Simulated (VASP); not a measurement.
Method: AM05 GGA, VASP's PBE PAW potentials (set 64) (plane waves; VASP).

VASP ran on this input.

POSCAR:
```
Ga
1
    2.1833488538    -3.7679651807     0.0000000000
    2.1833488538     3.7679651807     0.0000000000
    0.0000000000     0.0000000000     4.4911730654
Ga
4
Direct
  0.1555357272   0.8444642728   0.9181350715
  0.3444642728   0.6555357272   0.4181350715
  0.6555357272   0.3444642728   0.5818649285
  0.8444642728   0.1555357272   0.0818649285
```

INCAR:
```
NELM  =  100
EDIFFG  =  -0.01   # ionic stop
SIGMA  =  0.1
LMAXMIX  =  4   # l cut-off of mixed one-centre charges
ALGO  =  Normal
LASPH  =  .True.   # aspherical one-centre terms
LWAVE  =  .False.
ENCUT  =  520   # plane-wave cut-off (eV)
NSW  =  30   # most ionic steps
ISMEAR  =  1
ISIF  =  4   # ions and shape, fixed volume
GGA  =  AM   # AM05
EDIFF  =  1E-7
IBRION  =  2   # conjugate gradients
LREAL  =  .False.   # projection in real space or not
LCHARG  =  .False.
SYSTEM  =  Ga
PREC  =  Accurate
```

File KPOINTS:
```
kpoints
0
Gamma
8 8 7
```

POTCAR, in this order: Ga_d (PBE.64 set). Program: vasp_std.

Output

OSZICAR:
```
...
DAV:  11    -0.123736949335E+02   -0.14045E-05   -0.47253E-05  5966   0.914E-02    0.559E-03
DAV:  12    -0.123736944434E+02    0.49010E-06   -0.13404E-05  6114   0.445E-02    0.618E-04
DAV:  13    -0.123736946146E+02   -0.17123E-06   -0.15064E-06  6952   0.956E-03    0.427E-04
DAV:  14    -0.123736946196E+02   -0.49586E-08   -0.66231E-08  3720   0.179E-03
   1 F= -.12373695E+02 E0= -.12373486E+02  d E =-.123737E+02
       N       E                     dE             d eps       ncg     rms          rms(c)
DAV:   1    -0.123763598270E+02   -0.26652E-02   -0.47984E-02  6231   0.157E+00    0.297E-01
DAV:   2    -0.123749828900E+02    0.13769E-02   -0.24183E-03  5614   0.884E-01    0.181E-01
DAV:   3    -0.123741367514E+02    0.84614E-03   -0.10913E-03  6345   0.583E-01    0.125E-02
DAV:   4    -0.123741854550E+02   -0.48704E-04   -0.54844E-04  5439   0.254E-01    0.104E-02
DAV:   5    -0.123741854148E+02    0.40145E-07   -0.26147E-05  7898   0.536E-02    0.314E-03
DAV:   6    -0.123741855840E+02   -0.16916E-06   -0.14683E-06  5757   0.930E-03    0.265E-03
DAV:   7    -0.123741854772E+02    0.10675E-06   -0.27450E-07  4028   0.741E-03    0.726E-04
DAV:   8    -0.123741854870E+02   -0.97789E-08   -0.10706E-07  3641   0.368E-03
   2 F= -.12374185E+02 E0= -.12373942E+02  d E =-.490867E-03
       N       E                     dE             d eps       ncg     rms          rms(c)
DAV:   1    -0.123950896585E+02   -0.20904E-01   -0.43418E-01  6253   0.471E+00    0.890E-01
DAV:   2    -0.123827326815E+02    0.12357E-01   -0.21654E-02  5570   0.258E+00    0.543E-01
DAV:   3    -0.123751624344E+02    0.75702E-02   -0.10119E-02  6647   0.174E+00    0.379E-02
DAV:   4    -0.123755889640E+02   -0.42653E-03   -0.48520E-03  5355   0.762E-01    0.310E-02
DAV:   5    -0.123755876422E+02    0.13218E-05   -0.22420E-04  7658   0.158E-01    0.880E-03
DAV:   6    -0.123755889174E+02   -0.12751E-05   -0.14202E-05  5838   0.320E-02    0.710E-03
DAV:   7    -0.123755879211E+02    0.99625E-06   -0.21890E-06  6633   0.169E-02    0.184E-03
DAV:   8    -0.123755879377E+02   -0.16644E-07   -0.52393E-07  4213   0.840E-03
   3 F= -.12375588E+02 E0= -.12375543E+02  d E =-.189332E-02
       N       E                     dE             d eps       ncg     rms          rms(c)
DAV:   1    -0.124546687734E+02   -0.79081E-01   -0.17470E+00  6268   0.945E+00    0.179E+00
DAV:   2    -0.124044158712E+02    0.50253E-01   -0.87478E-02  5533   0.499E+00    0.109E+00
DAV:   3    -0.123739181773E+02    0.30498E-01   -0.42034E-02  6771   0.340E+00    0.771E-02
DAV:   4    -0.123755439578E+02   -0.16258E-02   -0.18830E-02  5390   0.151E+00    0.609E-02
DAV:   5    -0.123755458555E+02   -0.18977E-05   -0.89739E-04  7570   0.307E-01    0.188E-02
DAV:   6    -0.123755455732E+02    0.28234E-06   -0.55709E-05  5818   0.790E-02    0.787E-03
DAV:   7    -0.123755443296E+02    0.12435E-05   -0.79262E-06  6826   0.266E-02    0.219E-03
DAV:   8    -0.123755443235E+02    0.61500E-08   -0.11886E-06  5373   0.127E-02    0.558E-04
DAV:   9    -0.123755443307E+02   -0.72414E-08   -0.21985E-07  4046   0.657E-03
   4 F= -.12375544E+02 E0= -.12375669E+02  d E =-.184971E-02
       N       E                     dE             d eps       ncg     rms          rms(c)
DAV:   1    -0.124039250739E+02   -0.28381E-01   -0.60351E-01  6237   0.556E+00    0.105E+00
DAV:   2    -0.123864799609E+02    0.17445E-01   -0.30516E-02  5558   0.303E+00    0.643E-01
DAV:   3    -0.123757813756E+02    0.10699E-01   -0.13866E-02  6459   0.203E+00    0.434E-02
DAV:   4    -0.123763965252E+02   -0.61515E-03   -0.69476E-03  5369   0.910E-01    0.356E-02
DAV:   5    -0.123763986951E+02   -0.21699E-05   -0.31199E-04  7885   0.168E-01    0.134E-02
DAV:   6    -0.123763988849E+02   -0.18979E-06   -0.10457E-05  7476   0.437E-02    0.499E-03
DAV:   7    -0.123763986127E+02    0.27219E-06   -0.27191E-06  6437   0.223E-02    0.171E-03
DAV:   8    -0.123763985778E+02    0.34897E-07   -0.34550E-07  4187   0.977E-03
   5 F= -.12376399E+02 E0= -.12376634E+02  d E =-.270396E-02
       N       E                     dE             d eps       ncg     rms          rms(c)
DAV:   1    -0.123792707775E+02   -0.28722E-02   -0.62473E-02  6245   0.179E+00    0.339E-01
DAV:   2    -0.123774723032E+02    0.17985E-02   -0.31593E-03  5557   0.101E+00    0.207E-01
DAV:   3    -0.123763689476E+02    0.11034E-02   -0.14512E-03  6465   0.664E-01    0.143E-02
DAV:   4    -0.123764311335E+02   -0.62186E-04   -0.70974E-04  5362   0.291E-01    0.116E-02
DAV:   5    -0.123764312147E+02   -0.81172E-07   -0.33801E-05  7806   0.628E-02    0.316E-03
DAV:   6    -0.123764313935E+02   -0.17880E-06   -0.20907E-06  5851   0.119E-02    0.250E-03
DAV:   7    -0.123764312952E+02    0.98325E-07   -0.29773E-07  4452   0.715E-03
   6 F= -.12376431E+02 E0= -.12376703E+02  d E =-.273668E-02
       N       E                     dE             d eps       ncg     rms          rms(c)
DAV:   1    -0.123768026991E+02   -0.37131E-03   -0.77010E-03  6237   0.627E-01    0.119E-01
DAV:   2    -0.123765801780E+02    0.22252E-03   -0.38548E-04  5608   0.353E-01    0.725E-02
DAV:   3    -0.123764438749E+02    0.13630E-03   -0.17735E-04  6456   0.233E-01    0.497E-03
DAV:   4    -0.123764514704E+02   -0.75956E-05   -0.86656E-05  5348   0.101E-01    0.406E-03
DAV:   5    -0.123764515175E+02   -0.47095E-07   -0.41435E-06  7878   0.212E-02    0.122E-03
DAV:   6    -0.123764515203E+02   -0.27539E-08   -0.19521E-07  4186   0.381E-03
   7 F= -.12376452E+02 E0= -.12376720E+02  d E =-.275690E-02
       N       E                     dE             d eps       ncg     rms          rms(c)
DAV:   1    -0.123857772371E+02   -0.93257E-02   -0.17570E-01  6209   0.304E+00    0.576E-01
DAV:   2    -0.123797341404E+02    0.60431E-02   -0.99001E-03  5538   0.171E+00    0.351E-01
DAV:   3    -0.123763336033E+02    0.34005E-02   -0.64962E-03  6649   0.113E+00    0.324E-02
DAV:   4    -0.123764866743E+02   -0.15307E-03   -0.21094E-03  5376   0.493E-01    0.255E-02
DAV:   5    -0.123764759437E+02    0.10731E-04   -0.11203E-04  7296   0.112E-01    0.615E-03
DAV:   6    -0.123764765074E+02   -0.56372E-06   -0.14891E-05  5919   0.304E-02    0.469E-03
DAV:   7    -0.123764760659E+02    0.44150E-06   -0.15597E-06  6046   0.122E-02    0.174E-03
DAV:   8    -0.123764760185E+02    0.47428E-07   -0.56396E-07  4409   0.527E-03
   8 F= -.12376476E+02 E0= -.12376702E+02  d E =-.244982E-04
       N       E                     dE             d eps       ncg     rms          rms(c)
DAV:   1    -0.123786165482E+02   -0.21405E-02   -0.38078E-02  6209   0.141E+00    0.268E-01
DAV:   2    -0.123773040751E+02    0.13125E-02   -0.21584E-03  5560   0.803E-01    0.163E-01
DAV:   3    -0.123765646618E+02    0.73941E-03   -0.14003E-03  6615   0.526E-01    0.151E-02
DAV:   4    -0.123765973713E+02   -0.32709E-04   -0.45621E-04  5369   0.231E-01    0.117E-02
DAV:   5    -0.123765953701E+02    0.20012E-05   -0.25400E-05  7190   0.534E-02    0.251E-03
DAV:   6    -0.123765955800E+02   -0.20984E-06   -0.30471E-06  5911   0.148E-02    0.182E-03
DAV:   7    -0.123765954848E+02    0.95151E-07   -0.30728E-07  4439   0.507E-03
   9 F= -.12376595E+02 E0= -.12376864E+02  d E =-.143965E-03
       N       E                     dE             d eps       ncg     rms          rms(c)
DAV:   1    -0.123769788544E+02   -0.38327E-03   -0.71051E-02  6167   0.170E+00    0.137E-01
DAV:   2    -0.123768700638E+02    0.10879E-03   -0.22850E-03  7887   0.560E-01    0.806E-02
DAV:   3    -0.123767126177E+02    0.15745E-03   -0.24389E-04  7185   0.234E-01    0.766E-03
DAV:   4    -0.123767200835E+02   -0.74658E-05   -0.95443E-05  5565   0.990E-02    0.618E-03
DAV:   5    -0.123767191914E+02    0.89206E-06   -0.74620E-06  6691   0.156E-02    0.293E-03
DAV:   6    -0.123767191091E+02    0.82315E-07   -0.54253E-07  4570   0.117E-02
  10 F= -.12376719E+02 E0= -.12376992E+02  d E =-.123624E-03
```

**OUTCAR**
```
------------------------ aborting loop because EDIFF is reached ----------------------------------------
  FORCE on cell =-STRESS in cart. coord.  units (eV):
  Direction    XX          YY          ZZ          XY          YZ          ZX
  --------------------------------------------------------------------------------------
  Total        0.9221596      0.8967624      0.9605261      0.0000000      0.0000000      0.0000000
  in kB       19.9938701     19.4432189     20.8257160      0.0000000      0.0000000      0.0000000
  external PRESSURE =      20.0876016 kB  Pullay stress =       0.0000000 kB
  volume of cell :       73.90
      direct lattice vectors                 reciprocal lattice vectors
     2.210178144 -3.772784938 -0.000000000     0.226226108 -0.132528095 -0.000000000
     2.210178144  3.772784938  0.000000000     0.226226108  0.132528095  0.000000000
     0.000000000 -0.000000000  4.430986986     0.000000000 -0.000000000  0.225683353
 POSITION                                       TOTAL-FORCE (eV/Angst)
 -----------------------------------------------------------------------------------
      2.21018      2.60194      4.06674         0.000000      0.006466     -0.005839
      2.21018      1.17085      1.85125         0.000000     -0.006466     -0.005839
      2.21018     -1.17085      2.57974         0.000000      0.006466      0.005839
      2.21018     -2.60194      0.36424         0.000000     -0.006466      0.005839
 -----------------------------------------------------------------------------------
    total drift:                               -0.000000      0.000000      0.000000
  FREE ENERGIE OF THE ION-ELECTRON SYSTEM (eV)
  ---------------------------------------------------
  free  energy   TOTEN  =       -12.3767191091 eV

  energy  without entropy=      -12.3775372493  energy(sigma->0) =      -12.37699182

 reached required accuracy - stopping structural energy minimisation
```
(Selected blocks of OUTCAR.)

CONTCAR:
```
Ga
   1.00000000000000
     2.2101781443907242   -3.7727849376304134   -0.0000000000000000
     2.2101781443907242    3.7727849376304134    0.0000000000000000
     0.0000000000000000   -0.0000000000000000    4.4309869863647666
  Ga
     4
Direct
     0.1551700756947001    0.8448299243052998    0.9177960461095137
     0.3448299243052999    0.6551700756947002    0.4177960461095138
     0.6551700756947002    0.3448299243052999    0.5822039538904863
     0.8448299243052998    0.1551700756947001    0.0822039538904863
```

The compound is Ga in the alpha structure. This cell is one point of a volume scan, at 0.97 of the reference volume. Symmetry was kept, so distortions that lower it aren't found.
